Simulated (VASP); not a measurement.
An input for Ansatz (written as the equivalent of a VASP run, and not itself run):

Ansatz 0.2 input:
```yaml
crystal:
  lattice:
    - [0.0000000, 3.0400000, 3.0400000]
    - [3.0400000, 0.0000000, 3.0400000]
    - [3.0400000, 3.0400000, 0.0000000]
  atoms:
    - { symbol: Sr, position: [0.0000000, 0.0000000, 0.0000000] }
kpoints:
  mp_grid: { grid: [2, 2, 2] }
hamiltonian:
  xc: hse06
  pseudopotentials: { kind: paw }
scf:
  occupations: { method: methfessel_paxton, width: 0.1 }
  max_iter: 100
output: { forces: true, stress: true, eigenvalues: true }
```

**Question.** Write the VASP files for the same calculation (HSE06).

**Answer.** Several could match; the one computed here: 
**POSCAR**
```
Sr
1
    0.0000000000     3.0400000000     3.0400000000
    3.0400000000     0.0000000000     3.0400000000
    3.0400000000     3.0400000000     0.0000000000
Sr
1
Direct
  0.0000000000   0.0000000000   0.0000000000
```

### INCAR
```
! general
SYSTEM   = Sr
PREC     = Accurate
ENCUT    = 400   ! plane-wave cut-off (eV)
LREAL    = F
LASPH    = T   ! aspherical one-centre terms
ISYM     = 3

! electronic loop
EDIFF    = 1E-6
NELM     = 100
ALGO     = Normal   ! blocked Davidson
LMAXMIX  = 4   ! l cut-off of mixed one-centre charges

! smearing
ISMEAR   = 1   ! Methfessel-Paxton
SIGMA    = 0.1

! functional
GGA      = PE
LHFCALC  = T
AEXX     = 0.25
HFSCREEN = 0.2
PRECFOCK = Fast

! ions
ISIF     = 2   ! forces and stress, cell fixed

! output
LWAVE    = F
LCHARG   = F
```

### KPOINTS
```
Automatic mesh
0
gamma
2 2 2
```

POTCAR, in this order: Sr_sv (PBE.64 set). Program: vasp_std.

What does not carry over: each code has its own PAW files, so the cut-off isn't converted (ENCUT is set for VASP's; basis.ecutwfc is left out, and Ansatz then takes the one that its files recommend); Ansatz stops its SCF on the density residual and VASP on the energy change (EDIFF); Ansatz's hse06 screens at 0.11 per bohr (0.208 per Å), slightly more than HFSCREEN = 0.2.

The compound is Sr in the fcc structure. The cell was not relaxed at this level. The k-mesh is coarse (spacing up to 0.89 per Å, 2π included), so the numbers may not be converged in it.
